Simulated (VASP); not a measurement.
Computed with PBE GGA with D3 dispersion (Becke-Johnson damping), VASP's PBE PAW potentials (set 64) (plane waves; VASP 6.6.1).

A VASP calculation is set up with these files.

File POSCAR:
```
BN
1
    2.5056702783     0.0000000000     0.0000000000
   -1.2528351391     2.1699745042     0.0000000000
    0.0000000000     0.0000000000     6.6004723984
B N
2 2
Direct
  0.6666670000   0.3333330000   0.7500000000
  0.3333330000   0.6666670000   0.2500000000
  0.3333330000   0.6666670000   0.7500000000
  0.6666670000   0.3333330000   0.2500000000
```

INCAR:
```
SYSTEM = BN
PREC = Normal
ENCUT = 500
EDIFF = 1E-5
NELM = 100
ALGO = Fast
LREAL = .FALSE.
LASPH = .TRUE.
ISMEAR = 0
SIGMA = 0.05
GGA = PE
IVDW = 12
LWAVE = .FALSE.
LCHARG = .FALSE.
NELMIN = 4
IBRION = 2
ISIF = 2
NSW = 20
EDIFFG = -0.03
```

KPOINTS:
```
Automatic mesh
0
Gamma
  13 13 5
0 0 0
```

POTCAR, in this order: B N (PBE.64 set). Program: vasp_std.

The resulting files:

**OSZICAR**
```
       N       E                     dE             d eps       ncg     rms          rms(c)
DAV:   1     0.600514670274E+02    0.60051E+02   -0.81707E+03  1512   0.119E+03
DAV:   2    -0.345599979443E+02   -0.94611E+02   -0.86641E+02  2192   0.259E+02
DAV:   3    -0.386455746228E+02   -0.40856E+01   -0.40610E+01  1904   0.570E+01
DAV:   4    -0.386864642197E+02   -0.40890E-01   -0.40869E-01  1880   0.628E+00
DAV:   5    -0.386870678314E+02   -0.60361E-03   -0.60351E-03  1916   0.755E-01    0.112E+01
RMM:   6    -0.354411479874E+02    0.32459E+01   -0.70590E+00  1512   0.202E+01    0.508E+00
RMM:   7    -0.352311515069E+02    0.21000E+00   -0.18202E+00  1512   0.110E+01    0.312E+00
RMM:   8    -0.351804709594E+02    0.50681E-01   -0.38797E-01  1512   0.509E+00    0.983E-01
RMM:   9    -0.351489043549E+02    0.31567E-01   -0.62980E-02  1512   0.250E+00    0.209E-01
RMM:  10    -0.351516481101E+02   -0.27438E-02   -0.32468E-02  1512   0.136E+00    0.277E-01
RMM:  11    -0.351500663465E+02    0.15818E-02   -0.30919E-03  1512   0.621E-01    0.107E-01
RMM:  12    -0.351499381387E+02    0.12821E-03   -0.14682E-03  1512   0.310E-01    0.904E-03
RMM:  13    -0.351499522810E+02   -0.14142E-04   -0.10910E-04  1464   0.125E-01    0.885E-03
RMM:  14    -0.351499540833E+02   -0.18023E-05   -0.16681E-05  1050   0.369E-02
   1 F= -.35717937E+02 E0= -.35717937E+02  d E =-.357179E+02
```

**OUTCAR**
```
------------------------ aborting loop because EDIFF is reached ----------------------------------------
 Edisp (eV)   -0.56798
  FORCE on cell =-STRESS in cart. coord.  units (eV):
  Direction    XX          YY          ZZ          XY          YZ          ZX
  --------------------------------------------------------------------------------------
  Total       0.12140     0.12140    -0.02026     0.00000     0.00000     0.00000
  in kB       5.41957     5.41957    -0.90437     0.00000     0.00000     0.00000
  external pressure =        3.31 kB  Pullay stress =        0.00 kB
  volume of cell :       35.89
      direct lattice vectors                 reciprocal lattice vectors
     2.505670278  0.000000000  0.000000000     0.399094809  0.230417454  0.000000000
    -1.252835139  2.169974504  0.000000000     0.000000000  0.460834908  0.000000000
     0.000000000  0.000000000  6.600472398     0.000000000  0.000000000  0.151504308
  FREE ENERGIE OF THE ION-ELECTRON SYSTEM (eV)
  ---------------------------------------------------
  free  energy   TOTEN  =       -35.7179367878 eV

  energy  without entropy=      -35.7179367878  energy(sigma->0) =      -35.71793679

 reached required accuracy - stopping structural energy minimisation
```
(Selected blocks of OUTCAR.)

The compound is BN in the hex structure. It was relaxed first.
